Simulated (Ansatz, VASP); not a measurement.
## KTaO3: VASP beside Ansatz

Aim: how closely do two programs agree when they are given the same cell, functional and k mesh? The cell is taken from a series of runs on this material, whose earlier steps may have relaxed, scaled, displaced or heated it; both programs get it as it stands.

Method: plane waves, with VASP 6.6.1 beside it; zone-centre phonons at PBE, in Ansatz 0.2.0.

**1. Starting point**

It takes space group Pm-3m (No. 221, cubic). Conventional cell: a = 4.050 Å, b = 4.050 Å, c = 4.050 Å, α = 90.00°, β = 90.00°, γ = 90.00°. O has 2 Ta at 2.02 Å and 4 K at 2.86 Å nearest. K has 12 O at 2.86 Å nearest. Nearest to Ta lie 6 O at 2.02 Å. Farther neighbours and most contacts between anions are not listed.

Structure file:

```cif
data_structure
_symmetry_space_group_name_H-M 'P 1'
_symmetry_Int_Tables_number 1
_cell_length_a 4.0498
_cell_length_b 4.0498
_cell_length_c 4.0498
_cell_angle_alpha 90.000
_cell_angle_beta 90.000
_cell_angle_gamma 90.000
_cell_volume 66.42
loop_
_atom_site_label
_atom_site_type_symbol
_atom_site_fract_x
_atom_site_fract_y
_atom_site_fract_z
_atom_site_occupancy
O1 O 0.50000 0.00000 0.00000 1
O2 O 0.00000 0.50000 0.00000 1
O3 O 0.00000 0.00000 0.50000 1
K4 K 0.50000 0.50000 0.50000 1
Ta5 Ta 0.00000 0.00000 0.00000 1
```

**2. VASP: zone-centre phonons, PBE**

Second derivatives magnify differences that forces hide, and they need a tight electronic threshold.

Lines of VASP's logs that name or quote its potential files are left out, and so is its time.

Input file INCAR:

```
SYSTEM = KTaO3
PREC = Accurate
ENCUT = 600
EDIFF = 1E-08
NELM = 120
ISMEAR = 0
SIGMA = 0.01
LREAL = .FALSE.
ALGO = Normal
GGA = PE
NBANDS = 25
LASPH = .TRUE.
LORBIT = 11
LWAVE = .FALSE.
LCHARG = .FALSE.
ISIF = 2
IBRION = 8
LEPSILON = .TRUE.
GGA_COMPAT = .FALSE.
EFERMI = MIDGAP
KPAR = 2
```

Input file POSCAR:

```
KTaO3
1.0
    4.0498442825      0.0000000000      0.0000000000
    0.0000000000      4.0498442825      0.0000000000
    0.0000000000      0.0000000000      4.0498442825
O K Ta
3 1 1
Direct
    0.5000000000      0.0000000000      0.0000000000
    0.0000000000      0.5000000000      0.0000000000
    0.0000000000      0.0000000000      0.5000000000
    0.5000000000      0.5000000000      0.5000000000
    0.0000000000      0.0000000000      0.0000000000
```

Input file KPOINTS:

```
Automatic mesh
0
Gamma
8 8 8
0 0 0
```

Potentials, in the order of the species: O, K_sv and Ta_pv (PBE family, release 64).

On the command line:

```bash
$ mpirun -np 2 vasp_std
```

Numbers of over 12 decimals in the logs are rounded to 6 here.

The program printed:

```text
[banner, memory and clock lines left out]
running    2 mpi-ranks, on    1 nodes
 distrk:  each k-point on    1 cores,    2 groups
 distr:  one band on    1 cores,    1 groups

 POSCAR found type information on POSCAR O K Ta
 POSCAR found :  3 types and       5 ions
 LDA part: xc-table for (Slater+PW92), standard interpolation
 POSCAR, INCAR and KPOINTS ok, starting setup
 FFT: planning ... GRIDC
 FFT: planning ... GRID_SOFT
 FFT: planning ... GRID
 WAVECAR not read
 entering main loop
       N       E                     dE             d eps       ncg     rms          rms(c)
DAV:   1     0.353397715516E+03    0.35340E+03   -0.22535E+04  1750   0.169E+03
DAV:   2    -0.289937787707E+02   -0.38239E+03   -0.37321E+03  2089   0.451E+02
DAV:   3    -0.489880929642E+02   -0.19994E+02   -0.19918E+02  2450   0.101E+02
DAV:   4    -0.498131217661E+02   -0.82503E+00   -0.82400E+00  2945   0.126E+01
DAV:   5    -0.498169969936E+02   -0.38752E-02   -0.38750E-02  2375   0.932E-01    0.311E+01
DAV:   6    -0.413009106339E+02    0.85161E+01   -0.41493E+01  2389   0.423E+01    0.120E+01
DAV:   7    -0.411429497020E+02    0.15796E+00   -0.25363E+00  2234   0.976E+00    0.844E+00
DAV:   8    -0.410917185399E+02    0.51231E-01   -0.50867E-01  2306   0.611E+00    0.278E+00
DAV:   9    -0.410694431907E+02    0.22275E-01   -0.44762E-02  2271   0.171E+00    0.476E-01
DAV:  10    -0.410676455109E+02    0.17977E-02   -0.14945E-02  2365   0.777E-01    0.149E-01
DAV:  11    -0.410675881076E+02    0.57403E-04   -0.14236E-03  2384   0.249E-01    0.351E-02
DAV:  12    -0.410676019453E+02   -0.13838E-04   -0.11344E-04  2184   0.899E-02    0.105E-02
DAV:  13    -0.410676082186E+02   -0.62733E-05   -0.97666E-06  2570   0.235E-02    0.320E-03
DAV:  14    -0.410676084706E+02   -0.25198E-06   -0.64740E-07  2369   0.527E-03    0.407E-03
DAV:  15    -0.410676084232E+02    0.47417E-07   -0.10855E-07  2338   0.276E-03    0.474E-04
DAV:  16    -0.410676084143E+02    0.88867E-08   -0.15932E-08  1861   0.865E-04
   1 F= -.41067608E+02 E0= -.41067608E+02  d E =0.000000E+00
 Linear response reoptimize wavefunctions to high precision
DAV:   1    -0.410676084139E+02    0.37380E-09   -0.68806E-10  1625   0.203E-04
DAV:   2    -0.410676084139E+02    0.50477E-10   -0.12231E-10  1279   0.736E-05
 Linear response G [H, r] |phi>, progress :
  Direction:   1
       N       E                     dE             d eps       ncg     rms
RMM:   1    -0.135100680118E+03   -0.13510E+03    0.65406E+02  2911   0.199E+02
RMM:   2    -0.129242434248E+03    0.58582E+01   -0.29462E+01  2967   0.344E+01
RMM:   3    -0.129604591872E+03   -0.36216E+00   -0.35039E+00  3530   0.704E+00
RMM:   4    -0.129691647564E+03   -0.87056E-01   -0.55596E-01  3832   0.225E+00
RMM:   5    -0.129716724960E+03   -0.25077E-01   -0.13516E-01  4001   0.995E-01
RMM:   6    -0.129723738934E+03   -0.70140E-02   -0.36499E-02  4074   0.474E-01
RMM:   7    -0.129725334316E+03   -0.15954E-02   -0.63463E-02  4198   0.257E-01
RMM:   8    -0.129725900099E+03   -0.56578E-03   -0.18866E-02  4268   0.152E-01
RMM:   9    -0.129726186687E+03   -0.28659E-03   -0.54276E-03  4294   0.975E-02
RMM:  10    -0.129726137238E+03    0.49449E-04    0.93267E-03  4229   0.663E-02
RMM:  11    -0.129726180696E+03   -0.43458E-04    0.30770E-03  4144   0.476E-02
RMM:  12    -0.129726207223E+03   -0.26527E-04   -0.27622E-03  4056   0.361E-02
RMM:  13    -0.129726205448E+03    0.17749E-05   -0.79064E-04  4002   0.292E-02
RMM:  14    -0.129726239129E+03   -0.33681E-04    0.39574E-03  3973   0.248E-02
RMM:  15    -0.129726209668E+03    0.29461E-04    0.21849E-04  3946   0.220E-02
RMM:  16    -0.129726224549E+03   -0.14881E-04    0.19379E-04  3920   0.203E-02
RMM:  17    -0.129726212040E+03    0.12509E-04   -0.62948E-04  3885   0.191E-02
RMM:  18    -0.129726219929E+03   -0.78895E-05    0.46586E-04  3894   0.184E-02
RMM:  19    -0.129726214918E+03    0.50114E-05    0.42870E-04  3886   0.180E-02
RMM:  20    -0.129726217195E+03   -0.22771E-05   -0.45146E-05  3875   0.176E-02
 Linear response G [H, r] |phi>, progress :
  Direction:   2
       N       E                     dE             d eps       ncg     rms
RMM:   1    -0.146595697330E+03   -0.14660E+03    0.50062E+02  2881   0.197E+02
RMM:   2    -0.147781245806E+03   -0.11855E+01   -0.30931E+01  2854   0.363E+01
RMM:   3    -0.148153503612E+03   -0.37226E+00   -0.38573E+00  3542   0.792E+00
RMM:   4    -0.148279912574E+03   -0.12641E+00   -0.70191E-01  3908   0.266E+00
RMM:   5    -0.148311585943E+03   -0.31673E-01   -0.15646E-01  4065   0.116E+00
RMM:   6    -0.148319667613E+03   -0.80817E-02   -0.42959E-02  4138   0.551E-01
RMM:   7    -0.148321526809E+03   -0.18592E-02   -0.57575E-02  4199   0.293E-01
RMM:   8    -0.148322236418E+03   -0.70961E-03   -0.71707E-02  4303   0.170E-01
RMM:   9    -0.148322366687E+03   -0.13027E-03   -0.15527E-03  4284   0.109E-01
RMM:  10    -0.148322489880E+03   -0.12319E-03   -0.16071E-04  4262   0.734E-02
[...]
change of polarisation eV/A/(eV/A) component  3 :    -0.166    -0.260     1.661
 dielectric tensor                  component  3 :    -0.453    -0.709     5.524
 Linear response DOF=           4
 Linear response progress:
  Degree of freedom:   1/  4
       N       E                     dE             d eps       ncg     rms          rms(c)
[...]
RMM:   9    -0.370552348198E+00    0.49260E-06   -0.13819E-06 14094   0.134E-03    0.131E-04
RMM:  10    -0.370551751704E+00    0.59649E-06   -0.30042E-07 14387   0.883E-04    0.676E-05
RMM:  11    -0.370551573375E+00    0.17833E-06    0.84385E-08 14704   0.648E-04    0.356E-05
RMM:  12    -0.370551634723E+00   -0.61348E-07   -0.36729E-07 14885   0.527E-04    0.219E-05
RMM:  13    -0.370551653859E+00   -0.19136E-07    0.15693E-07 15129   0.455E-04    0.181E-05
RMM:  14    -0.370551697659E+00   -0.43800E-07   -0.20015E-07 14813   0.415E-04    0.128E-05
RMM:  15    -0.370551749038E+00   -0.51380E-07   -0.12683E-07 14635   0.391E-04    0.495E-06
RMM:  16    -0.370551705771E+00    0.43267E-07   -0.42271E-07 14357   0.373E-04    0.633E-06
RMM:  17    -0.370551723432E+00   -0.17661E-07   -0.21116E-07 14271   0.363E-04    0.251E-06
RMM:  18    -0.370551723241E+00    0.19065E-09   -0.47913E-07 13650   0.356E-04    0.352E-06
RMM:  19    -0.370551726933E+00   -0.36919E-08   -0.12399E-07 13913   0.352E-04    0.177E-06
RMM:  20    -0.370551732352E+00   -0.54186E-08   -0.49838E-07 13958   0.349E-04    0.257E-06
RMM:  21    -0.370551729533E+00    0.28187E-08   -0.25161E-07 13438   0.347E-04    0.147E-06
RMM:  22    -0.370551731354E+00   -0.18209E-08   -0.56897E-07 13417   0.346E-04    0.242E-06
RMM:  23    -0.370551733738E+00   -0.23843E-08   -0.63666E-08 13531   0.345E-04    0.127E-06
 first order change of Fermi-energy   0.54990E-04
 force on displaced ion       1 direction 2 :   0.000  -5.005   0.000
 Born effective charge ion    1 direction 2 :   0.000  -1.659   0.000
 Linear response progress:
  Degree of freedom:   3/  4
       N       E                     dE             d eps       ncg     rms          rms(c)
RMM:   1    -0.312667865300E+00   -0.31267E+00    0.18405E-01  6432   0.256E+00
RMM:   2    -0.314123307597E+00   -0.14554E-02   -0.36176E-02  6667   0.656E-01    0.479E-02
RMM:   3    -0.315367897785E+00   -0.12446E-02   -0.70548E-03  7151   0.231E-01    0.256E-02
RMM:   4    -0.315677066240E+00   -0.30917E-03   -0.12543E-03  7764   0.750E-02    0.276E-02
RMM:   5    -0.315719560779E+00   -0.42495E-04   -0.29792E-04  7928   0.342E-02    0.218E-02
RMM:   6    -0.315749433982E+00   -0.29873E-04   -0.51765E-05  7316   0.236E-02    0.128E-02
RMM:   7    -0.315771683962E+00   -0.22250E-04   -0.15348E-05  7631   0.991E-03    0.251E-03
RMM:   8    -0.315777264612E+00   -0.55806E-05   -0.16912E-05  8186   0.468E-03    0.671E-04
RMM:   9    -0.315784505503E+00   -0.72409E-05   -0.53588E-06  7971   0.276E-03    0.820E-04
RMM:  10    -0.315784053594E+00    0.45191E-06    0.67119E-07  7921   0.178E-03    0.309E-04
RMM:  11    -0.315783086635E+00    0.96696E-06   -0.23926E-06  8279   0.116E-03    0.197E-04
RMM:  12    -0.315782298086E+00    0.78855E-06   -0.75366E-07  8356   0.848E-04    0.961E-05
RMM:  13    -0.315782023324E+00    0.27476E-06   -0.13604E-06  8377   0.656E-04    0.832E-05
RMM:  14    -0.315781392498E+00    0.63083E-06   -0.76140E-07  8300   0.569E-04    0.750E-05
[...]
RMM:  20    -0.315781580032E+00    0.44997E-07   -0.86790E-07  8652   0.391E-04    0.295E-05
RMM:  21    -0.315781519940E+00    0.60092E-07    0.85884E-08  8680   0.387E-04    0.198E-05
RMM:  22    -0.315781474807E+00    0.45133E-07   -0.69009E-07  8753   0.385E-04    0.125E-05
RMM:  23    -0.315781463044E+00    0.11763E-07    0.77686E-08  8249   0.382E-04    0.109E-05
RMM:  24    -0.315781423046E+00    0.39997E-07   -0.42569E-07  8819   0.382E-04    0.422E-06
RMM:  25    -0.315781352805E+00    0.70241E-07    0.49884E-08  8873   0.382E-04    0.897E-06
RMM:  26    -0.315781363478E+00   -0.10673E-07   -0.30618E-07  8312   0.380E-04    0.627E-06
RMM:  27    -0.315781364250E+00   -0.77217E-09    0.10013E-08  8037   0.380E-04    0.534E-06
 first order change of Fermi-energy  -0.21039E-03
 force on displaced ion       4 direction 1 :  -3.597   0.000  -0.000
 Born effective charge ion    4 direction 1 :   1.147   0.000   0.000
 Linear response progress:
  Degree of freedom:   4/  4
       N       E                     dE             d eps       ncg     rms          rms(c)
RMM:   1    -0.190793643921E+00   -0.19079E+00    0.79216E+00  4475   0.163E+01
RMM:   2    -0.214430739249E+00   -0.23637E-01   -0.34180E-02  5796   0.115E+00    0.141E-01
RMM:   3    -0.213101396092E+00    0.13293E-02   -0.15870E-03  6447   0.192E-01    0.761E-02
RMM:   4    -0.212012204861E+00    0.10892E-02   -0.25574E-04  6864   0.915E-02    0.266E-02
RMM:   5    -0.211728117962E+00    0.28409E-03   -0.26267E-05  7169   0.281E-02    0.646E-03
RMM:   6    -0.211661962750E+00    0.66155E-04   -0.59544E-06  7715   0.100E-02    0.209E-03
RMM:   7    -0.211656041127E+00    0.59216E-05   -0.15665E-06  7562   0.379E-03    0.661E-04
RMM:   8    -0.211655504147E+00    0.53698E-06   -0.61793E-07  8063   0.177E-03    0.331E-04
RMM:   9    -0.211656502189E+00   -0.99804E-06    0.11885E-06  8038   0.110E-03    0.966E-05
RMM:  10    -0.211656873417E+00   -0.37123E-06   -0.25518E-07  8239   0.732E-04    0.268E-05
RMM:  11    -0.211656898469E+00   -0.25052E-07    0.11117E-07  8872   0.528E-04    0.193E-05
RMM:  12    -0.211656958444E+00   -0.59975E-07    0.28383E-07  8561   0.428E-04    0.111E-05
RMM:  13    -0.211656955328E+00    0.31163E-08    0.24660E-07  8872   0.367E-04    0.376E-06
RMM:  14    -0.211656958379E+00   -0.30516E-08   -0.42817E-07  9054   0.327E-04    0.470E-06
RMM:  15    -0.211656982442E+00   -0.24062E-07   -0.21030E-07  8900   0.302E-04    0.214E-06
RMM:  16    -0.211657008896E+00   -0.26454E-07   -0.80540E-08  9043   0.285E-04    0.143E-06
RMM:  17    -0.211656995180E+00    0.13716E-07    0.24082E-07  8878   0.275E-04    0.327E-06
RMM:  18    -0.211657004800E+00   -0.96206E-08   -0.13722E-07  8820   0.268E-04    0.238E-06
RMM:  19    -0.211657018293E+00   -0.13493E-07   -0.24058E-08  9033   0.262E-04    0.103E-06
RMM:  20    -0.211657013512E+00    0.47813E-08   -0.20172E-07  8685   0.259E-04    0.175E-06
RMM:  21    -0.211657016632E+00   -0.31200E-08   -0.12967E-07  8560   0.256E-04    0.157E-06
RMM:  22    -0.211657019146E+00   -0.25139E-08   -0.21275E-07  8601   0.255E-04    0.132E-06
RMM:  23    -0.211657021906E+00   -0.27602E-08   -0.46068E-08  8702   0.254E-04    0.102E-06
 first order change of Fermi-energy   0.21522E-02
 force on displaced ion       5 direction 1 :   0.155   0.000  -0.000
 Born effective charge ion    5 direction 1 :   8.827   0.000   0.000
 Born effective charges drift removed
 Linear response finished
```

(Part 1 of 3 ends here.)

[Lines on the potential files, build, host, timing and source positions are cut from VASP's logs without a mark.]

[Logs are printed without paths, hosts, clocks, repeated set-up lines and the standing remarks that a program may print on its own settings, such as how far it seeks lower states.]

[Hosts, paths, dates, database ids (printed as entryN), source tags and the programs' standing remarks are cut or masked in the printed files.]
